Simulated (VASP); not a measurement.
All values below come from optB86b-vdW, VASP's PBE PAW potentials (set 64) (plane waves; VASP 6.6.1).

VASP ran on this input.

**KPOINTS**
```
Automatic
0
Gamma
12 12 7
0 0 0
```

File POSCAR:
```
Y
1
    1.8271445951    -3.1647075431     0.0000000000
    1.8271445951     3.1647075431     0.0000000000
    0.0000000000     0.0000000000     5.6242232446
Y
2
Direct
  0.3333330000   0.6666670000   0.2500000000
  0.6666670000   0.3333330000   0.7500000000
```

### INCAR
```
IBRION = 2   ! conjugate gradients
ISMEAR = 1
EDIFF = 1E-7
LMAXMIX = 4
PARAM1 = 0.1234
PREC = Accurate
ISIF = 4
NELM = 100   ! most electronic steps
EDIFFG = -0.01   ! ionic stop
LWAVE = .FALSE.
LUSE_VDW = .TRUE.
LREAL = .FALSE.   ! projection in real space or not
LCHARG = .FALSE.
ENCUT = 520   ! plane-wave cut-off (eV)
SIGMA = 0.1
LASPH = .TRUE.   ! aspherical one-centre terms
ALGO = Normal
AGGAC = 0.0
PARAM2 = 1.0
GGA = MK
SYSTEM = Y
NSW = 30
```

POTCAR, in this order: Y_sv (PBE.64 set). Program: vasp_std.

What will the output report for the number of irreducible k-points (NKPTS), largest plane-wave count, number of space-group operations, FFT grid (NGX, NGY, NGZ)?

```json
{
 "number of irreducible k-points (NKPTS)": "76",
 "largest_plane_wave_count": "1767",
 "number_of_space_group_operations": "24",
 "FFT grid (NGX, NGY, NGZ)": "28 × 28 × 42"
}
```

The compound is Y in the hcp structure. This cell is one point of a volume scan, at 1.03 of the reference volume. Symmetry was kept, so distortions that lower it aren't found.
